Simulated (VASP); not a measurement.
Wanted: the native input for a VASP 6.6.1 run.

```
Task                   : single point
Functional             : r2SCAN
Potentials or basis    : VASP PAW PBE potentials, release 64 (H, Bi_d)
Cutoff                 : 520 eV
k mesh                 : 6 × 6 × 6
Occupations            : fermi-dirac, width 0.0117 eV
Spin                   : no spin polarisation
Dipole correction      : no
Further INCAR settings : ALGO = Normal; EDIFF = 1e-06; NBANDS = 15
```

BiH:

```
H Bi
1.0
     0.00000    2.67970    2.67970
     2.67970    0.00000    2.67970
     2.67970    2.67970    0.00000
H Bi
1 1
Direct
  0.00000 0.00000 0.00000
  0.50000 0.50000 0.50000
```

The cell was built by a generator and needn't be a form met in nature.

One way to write it, as run:

POSCAR

```
BiH
1.0
    0.0000000000      2.6796960000      2.6796960000
    2.6796960000      0.0000000000      2.6796960000
    2.6796960000      2.6796960000      0.0000000000
H Bi
1 1
Direct
    0.0000000000      0.0000000000      0.0000000000
    0.5000000000      0.5000000000      0.5000000000
```

INCAR.step1

```
PREC = Accurate ; ENCUT = 520
ISMEAR = -1 ; SIGMA = 0.0117
LREAL = F ; LASPH = T
NELM = 60 ; NBANDS = 15
GGA = PE ; ALGO = Normal
EDIFF = 1E-4 ; LWAVE = T
LCHARG = F
```

INCAR.step2

```
PREC = Accurate ; ENCUT = 520
EDIFF = 1E-6 ; ISMEAR = -1
SIGMA = 0.0117 ; LREAL = F
LASPH = T ; NELM = 60
ALGO = Normal ; ISIF = 2
LWAVE = F ; LCHARG = F
METAGGA = R2SCAN ; LMIXTAU = T
NBANDS = 15 ; ISTART = 1
```

KPOINTS

```
Automatic mesh
0
Gamma
  6 6 6
```

Potentials or basis: VASP PAW PBE potentials, release 64 (H, Bi_d).

The run is started by

```bash
$ cat potpaw_PBE.64/H/POTCAR potpaw_PBE.64/Bi_d/POTCAR > POTCAR
$ cp INCAR.step1 INCAR
$ mpirun -np 1 vasp_std > vasp.out
$ cp INCAR.step2 INCAR
$ mpirun -np 1 vasp_std > vasp.out
```

It gave:

```
Pressure               : -6.5 GPa
Band gap on the k mesh : none (metal or under the smearing width)
```

Caveat: the PAW data sets were made with another functional, which shifts forces and pressure a little; spin-orbit coupling is left out, which moves the levels of the heavy elements.

It took 47 s on 1 thread of Intel(R) Xeon(R) Platinum 8559C (Emerald Rapids), with other jobs on the host, peak memory 0.15 GiB.
